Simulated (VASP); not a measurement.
Consider the following.

```yaml
crystal:
  lattice:
    - [3.75254, 0.00000, 0.00000]
    - [0.00000, 3.75254, 0.00000]
    - [0.00000, 0.00000, 4.84256]
  atoms:
    - { symbol: Sn, position: [0.50000, 0.00000, 0.76542] }
    - { symbol: Sn, position: [0.00000, 0.50000, 0.23458] }
    - { symbol: O, position: [0.50000, 0.50000, 0.00000] }
    - { symbol: O, position: [0.00000, 0.00000, 0.00000] }
```

Calculation: r2SCAN meta-GGA, VASP's PBE PAW potentials (set 64) (plane waves; VASP). Numerical set-up: 600 eV cut-off, 6×6×4 Γ-centred mesh, Gaussian smearing of 0.050 eV, potentials Sn_d O.

Question: Give the force on each atom (eV/Å).

Answer: 
```csv
atom,Fx,Fy,Fz
Sn1,0.000,0.000,-0.690
Sn2,0.000,0.000,0.690
O3,0.000,0.000,0.000
O4,0.000,0.000,0.000
```

Question: Give the stress tensor in GPa (positive for a compressed cell).

Answer: 
```
5.45  0.00  0.00
0.00  5.45  0.00
0.00  0.00  3.97
```
The pressure is its mean diagonal, 4.95 GPa.

The compound is SnO in the litharge structure. This cell was strained or had an atom moved on purpose.
